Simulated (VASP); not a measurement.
NdClO, 6 atoms in the cell. The structure is tetragonal, space group P4/nmm (No. 129). The conventional cell has a = 3.960 Å, b = 3.960 Å, c = 6.982 Å, α = 90.00°, β = 90.00°, γ = 90.00°. Around Nd (site symmetry 4mm) lie 4 O at 2.45 Å. O (site symmetry -4m2) is surrounded by 4 Nd at 2.45 Å and 4 O at 2.80 Å. Cl (site symmetry 4mm) is surrounded by 5 Nd at 2.98 to 3.10 Å and 4 O at 3.15 Å. The cell comes from a database or a generator and needn't be the stable form of this composition.

| Item | Value |
| --- | --- |
| Program | VASP 6.6.1 |
| Task | single point |
| Functional | PBEsol |
| Potentials or basis | VASP PAW PBE potentials, release 64 (Nd, O, Cl) |
| Cutoff | 520 eV |
| k mesh | 5 × 5 × 3 |
| Occupations | gaussian, width 0.05 eV |
| Spin | collinear spin, typed start |
| Starting moments | [3.0, 3.0, 0.0, 0.0, 0.0, 0.0] μB |
| Hubbard terms | Nd f U = 2.0 eV |
| Dipole correction | no |
| Further INCAR settings | ALGO = Normal; EDIFF = 1e-06; NBANDS = 40 |

Potentials or basis: VASP PAW PBE potentials, release 64 (Nd, O, Cl).

Command:

```bash
$ cat potpaw_PBE.64/Nd/POTCAR potpaw_PBE.64/O/POTCAR potpaw_PBE.64/Cl/POTCAR > POTCAR
$ mpirun -np 1 vasp_std > vasp.out
```

Hardware: 1 thread of Intel(R) Xeon(R) 6975P-C (Granite Rapids) (shared host).

How long does it take, and how much memory?

Wall time 3 min on 1 thread of Intel(R) Xeon(R) 6975P-C (Granite Rapids) (shared host), peak memory 0.3 GiB. Counts: scf iterations 26, k points 12.
